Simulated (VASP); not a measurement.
# Na3MoClO4 (P4/nmm) in VASP: electric field gradients with PBE

Aim: the electric field gradients of Na3MoClO4 with PBE.

Everything below comes from runs of VASP 6.6.1. Logs are shortened: lines on timing, memory, paths and dates and some standing lists are left out, and cuts for length are marked.

### Step 1. The structure

It takes space group P4/nmm (No. 129, tetragonal). The conventional cell has a = 7.494 Å, b = 7.494 Å, c = 5.341 Å, α = 90.00°, β = 90.00°, γ = 90.00°. Na (site symmetry 2/m) has 4 O at 2.52 Å and 2 Cl at 2.77 Å as nearest neighbours. Na (site symmetry 4mm) is surrounded by 4 O at 2.36 Å and 1 Cl at 2.58 Å. Mo (site symmetry -4m2) has 4 O at 1.76 Å as nearest neighbours. Cl (site symmetry 4mm) has 6 Na at 2.58 to 2.77 Å as nearest neighbours. O (site symmetry m) has 1 Mo at 1.76 Å as nearest neighbours.

### Step 2. Electric field gradients, PBE

The input, INCAR:

```
ALGO = Fast
EDIFF = 1E-8
ENCUT = 520
GGA = PE
ISIF = 2
ISMEAR = -1
LASPH = T
LCHARG = F
LEFG = T
LREAL = Auto
LWAVE = F
NBANDS = 81
NELM = 100
PREC = Accurate
SIGMA = 0.02
```

The input, KPOINTS:

```
k-points
0
Gamma
  3 3 5
```

The input, POSCAR:

```
Na3MoClO4
1.0
    7.4942000000      0.0000000000      0.0000000000
    0.0000000000      7.4942000000      0.0000000000
    0.0000000000      0.0000000000      5.3409000000
Na Mo Cl O
6 2 2 8
Direct
    0.7500000000      0.7500000000      0.0000000000
    0.7500000000      0.2500000000      0.0000000000
    0.2500000000      0.2500000000      0.0000000000
    0.2500000000      0.7500000000      0.0000000000
    0.5000000000      0.0000000000      0.6358000000
    0.0000000000      0.5000000000      0.3642000000
    0.0000000000      0.0000000000      0.5000000000
    0.5000000000      0.5000000000      0.5000000000
    0.5000000000      0.0000000000      0.1521500000
    0.0000000000      0.5000000000      0.8478500000
    0.8116300000      0.0000000000      0.6975000000
    0.5000000000      0.3116300000      0.6975000000
    0.1883700000      0.0000000000      0.6975000000
    0.5000000000      0.6883700000      0.6975000000
    0.3116300000      0.5000000000      0.3025000000
    0.0000000000      0.1883700000      0.3025000000
    0.6883700000      0.5000000000      0.3025000000
    0.0000000000      0.8116300000      0.3025000000
```

Potentials or basis: VASP PAW PBE potentials, release 64 (Na_pv, Mo_sv, Cl, O).

Started as:

```sh
> cat potpaw_PBE.64/Na_pv/POTCAR potpaw_PBE.64/Mo_sv/POTCAR potpaw_PBE.64/Cl/POTCAR potpaw_PBE.64/O/POTCAR > POTCAR
> mpirun -np 1 vasp_std > vasp.out
```

OUTCAR:

```text
EDIFF = 1E-8
   ENCUT = 520
   GGA = PE
   ISIF = 2
   ISMEAR = -1
   LASPH = T
   LREAL = Auto
   NELM = 100
   PREC = Accurate

 ion  position               nearest neighbor table
   1  0.750  0.750  0.000-
   2  0.750  0.250  0.000-
   3  0.250  0.250  0.000-
   4  0.250  0.750  0.000-
   5  0.500  0.000  0.636-  11 2.36  12 2.36  13 2.36  14 2.36   9 2.58
   6  0.000  0.500  0.364-  15 2.36  16 2.36  17 2.36  18 2.36  10 2.58
   7  0.000  0.000  0.500-  11 1.76  13 1.76  16 1.76  18 1.76
   8  0.500  0.500  0.500-  12 1.76  14 1.76  15 1.76  17 1.76
   9  0.500  0.000  0.152-   5 2.58
  10  0.000  0.500  0.848-   6 2.58
  11  0.812  0.000  0.697-   7 1.76   5 2.36
  12  0.500  0.312  0.697-   8 1.76   5 2.36
  13  0.188  0.000  0.697-   7 1.76   5 2.36
  14  0.500  0.688  0.697-   8 1.76   5 2.36
  15  0.312  0.500  0.303-   8 1.76   6 2.36
  16  0.000  0.188  0.303-   7 1.76   6 2.36
  17  0.688  0.500  0.303-   8 1.76   6 2.36
  18  0.000  0.812  0.303-   7 1.76   6 2.36

  LATTYP: Found a simple tetragonal cell.
 ALAT       =     7.4942000000
 C/A-ratio  =     0.7126711323

  Lattice vectors:

 A1 = (   7.4942000000,   0.0000000000,   0.0000000000)
 A2 = (   0.0000000000,   7.4942000000,   0.0000000000)
 A3 = (   0.0000000000,   0.0000000000,   5.3409000000)

Analysis of symmetry for initial positions (statically):
=====================================================================
 Subroutine PRICEL returns:
 Original cell was already a primitive cell.

 Routine SETGRP: Setting up the symmetry group for a
 simple tetragonal supercell.

 Subroutine GETGRP returns: Found 16 space group operations
 (whereof  8 operations were pure point group operations)
 out of a pool of 16 trial point group operations.

The static configuration has the point symmetry D_2d.
 The point group associated with its full space group is D_4h.

Analysis of symmetry for dynamics (positions and initial velocities):
=====================================================================
 Subroutine PRICEL returns:
 Original cell was already a primitive cell.

[... 909 lines left out ...]
 [bands above 78 left out]

------------------------ aborting loop because EDIFF is reached ----------------------------------------

  FORCE on cell =-STRESS in cart. coord.  units (eV):
  Direction    XX          YY          ZZ          XY          YZ          ZX
  --------------------------------------------------------------------------------------
  -------------------------------------------------------------------------------------
  Total        6.1639875      6.1639875      6.6412732      0.0000000      0.0000000      0.0000000
  in kB       32.9236008     32.9236008     35.4729186      0.0000000      0.0000000      0.0000000
  external PRESSURE =      33.7733734 kB  Pullay stress =       0.0000000 kB

 VOLUME and BASIS-vectors are now :
 -----------------------------------------------------------------------------
  energy-cutoff  :      520.00
  volume of cell :      299.96
      direct lattice vectors                 reciprocal lattice vectors
     7.494200000  0.000000000  0.000000000     0.133436524  0.000000000  0.000000000
     0.000000000  7.494200000  0.000000000     0.000000000  0.133436524  0.000000000
     0.000000000  0.000000000  5.340900000     0.000000000  0.000000000  0.187234361

 POSITION                                       TOTAL-FORCE (eV/Angst)
 -----------------------------------------------------------------------------------
      5.62065      5.62065      0.00000        -0.000000      0.000000     -0.000000
      5.62065      1.87355      0.00000        -0.000000      0.000000     -0.000000
      1.87355      1.87355      0.00000        -0.000000      0.000000     -0.000000
      1.87355      5.62065      0.00000        -0.000000      0.000000     -0.000000
      3.74710      0.00000      3.39574        -0.000000      0.000000      0.023866
      0.00000      3.74710      1.94516        -0.000000      0.000000     -0.023866
[... 10 lines left out ...]
      5.15878      3.74710      1.61562         0.734547      0.000000     -0.572721
      0.00000      6.08252      1.61562        -0.000000     -0.734547     -0.572721
 -----------------------------------------------------------------------------------
    total drift:                               -0.000000      0.000000     -0.000000

  FREE ENERGIE OF THE ION-ELECTRON SYSTEM (eV)
  ---------------------------------------------------
  free  energy   TOTEN  =      -109.8253060987 eV

  energy  without entropy=     -109.8253060987  energy(sigma->0) =     -109.82530610

 Electric field gradients (V/A^2)
---------------------------------------------------------------------
 ion       V_xx      V_yy      V_zz      V_xy      V_xz      V_yz
---------------------------------------------------------------------
   1      -0.465    -0.465     0.929     2.396    -3.314     3.314
   2      -0.465    -0.465     0.929    -2.396    -3.314    -3.314
   3      -0.465    -0.465     0.929     2.396     3.314    -3.314
   4      -0.465    -0.465     0.929    -2.396     3.314     3.314
   5      -2.114    -2.114     4.229    -0.000    -0.000    -0.000
   6      -2.114    -2.114     4.229     0.000     0.000    -0.000
[... 10 lines left out ...]
  17      -0.813    -1.256     2.068     0.000   -12.219     0.000
  18      -1.256    -0.813     2.068     0.000     0.000    12.219
---------------------------------------------------------------------

 Electric field gradients after diagonalization (V/A^2)
 (convention: |V_zz| > |V_xx| > |V_yy|)
----------------------------------------------------------------------
 ion       V_xx      V_yy      V_zz     asymmetry (V_yy - V_xx)/ V_zz
----------------------------------------------------------------------
   1       4.090     1.931    -6.021       0.359
   2       4.090     1.931    -6.021       0.359
   3       4.090     1.931    -6.021       0.359
   4       4.090     1.931    -6.021       0.359
   5      -2.114    -2.114     4.229       0.000
   6      -2.114    -2.114     4.229       0.000
[... 10 lines left out ...]
  17     -11.675    -1.256    12.931       0.806
  18     -11.675    -1.256    12.931       0.806
----------------------------------------------------------------------

           NMR quadrupolar parameters

 Cq : quadrupolar parameter    Cq=e*Q*V_zz/h
 eta: asymmetry parameters     (V_yy - V_xx)/ V_zz
 Q  : nuclear electric quadrupole moment in mb (millibarn)
----------------------------------------------------------------------
 ion       Cq(MHz)       eta       Q (mb)
----------------------------------------------------------------------
   1      -0.015       0.359       1.000
   2      -0.015       0.359       1.000
   3      -0.015       0.359       1.000
   4      -0.015       0.359       1.000
   5       0.010       0.000       1.000
   6       0.010       0.000       1.000
[... 10 lines left out ...]
  17       0.031       0.806       1.000
  18       0.031       0.806       1.000
----------------------------------------------------------------------
```

OSZICAR:

```text
N       E                     dE             d eps       ncg     rms          rms(c)
DAV:   1     0.181877789371E+04    0.18188E+04   -0.67112E+04  1466   0.181E+03
DAV:   2     0.149841921315E+03   -0.16689E+04   -0.16074E+04  1602   0.519E+02
DAV:   3    -0.117302748042E+03   -0.26714E+03   -0.26183E+03  1647   0.214E+02
[... 14 lines left out ...]
RMM:  18    -0.109825306038E+03   -0.14821E-06   -0.20984E-07  1828   0.168E-03    0.661E-04
RMM:  19    -0.109825306099E+03   -0.60107E-07   -0.38360E-08  1581   0.793E-04    0.184E-04
RMM:  20    -0.109825306126E+03   -0.27345E-07   -0.18647E-08  1279   0.483E-04    0.151E-04
RMM:  21    -0.109825306101E+03    0.24871E-07   -0.41125E-09  1113   0.341E-04    0.440E-05
RMM:  22    -0.109825306099E+03    0.23792E-08   -0.29824E-09  1063   0.261E-04
   1 F= -.10982531E+03 E0= -.10982531E+03  d E =-.856511E-11
```

stdout:

```text
POSCAR found type information on POSCAR NaMoClO
 POSCAR found :  4 types and      18 ions
 scaLAPACK will be used
 LDA part: xc-table for (Slater+PW92), standard interpolation
 POSCAR, INCAR and KPOINTS ok, starting setup
 FFT: planning ... GRIDC
 FFT: planning ... GRID_SOFT
 FFT: planning ... GRID
 WAVECAR not read
 entering main loop
WARNING in EDDRMM: call to ZHEGV failed, returncode =   8  4     72
WARNING in EDDRMM: call to ZHEGV failed, returncode =   8  4     70
WARNING in EDDRMM: call to ZHEGV failed, returncode =   8  4     72
ion   1

ion   2

ion   3

ion   4

ion   5

ion   6

ion   7

ion   8

ion   9

ion  10

ion  11

ion  12

ion  13

ion  14

ion  15

ion  16

ion  17

ion  18
```

Run time: 4.8 min. Hardware: 1 thread of Intel Xeon Platinum 8488C (Sapphire Rapids), shared host; peak memory 0.44 GiB.

What came out:

```
Free energy            : -109.8253 eV
Pressure               : 3.4 GPa
Largest force          : 0.931 eV/Å
Band gap on the k mesh : 4.52 eV, indirect (least direct gap 4.53 eV)
```

Forces in eV/Å, atoms in the order of the input:
```
Na   0.000  0.000  0.000
Na   0.000  0.000  0.000
Na   0.000  0.000  0.000
Na   0.000  0.000  0.000
Na   0.000  0.000  0.024
Na   0.000  0.000 -0.024
Mo   0.000  0.000  0.000
Mo   0.000  0.000  0.000
Cl   0.000  0.000  0.011
Cl   0.000  0.000 -0.011
O   -0.735  0.000  0.573
O    0.000 -0.735  0.573
O    0.735  0.000  0.573
O    0.000  0.735  0.573
O   -0.735  0.000 -0.573
O    0.000  0.735 -0.573
O    0.735  0.000 -0.573
O    0.000 -0.735 -0.573
```

Electric field gradients, principal values (V/Å²):
| atom | Vxx | Vyy | Vzz |
| --- | --- | --- | --- |
| 1 Na | 1.931 | 4.090 | -6.021 |
| 2 Na | 1.931 | 4.090 | -6.021 |
| 3 Na | 1.931 | 4.090 | -6.021 |
| 4 Na | 1.931 | 4.090 | -6.021 |
| 5 Na | -2.114 | -2.114 | 4.229 |
| 6 Na | -2.114 | -2.114 | 4.229 |
| 7 Mo | 20.080 | 20.080 | -40.160 |
| 8 Mo | 20.080 | 20.080 | -40.160 |
| 9 Cl | 8.213 | 8.213 | -16.426 |
| 10 Cl | 8.213 | 8.213 | -16.426 |
| 11 O | -1.256 | -11.675 | 12.931 |
| 12 O | -1.256 | -11.675 | 12.931 |
| 13 O | -1.256 | -11.675 | 12.931 |
| 14 O | -1.256 | -11.675 | 12.931 |
| 15 O | -1.256 | -11.675 | 12.931 |
| 16 O | -1.256 | -11.675 | 12.931 |
| 17 O | -1.256 | -11.675 | 12.931 |
| 18 O | -1.256 | -11.675 | 12.931 |

Caveat: an odd mesh through Γ misses points on the zone boundary, where band edges often lie.
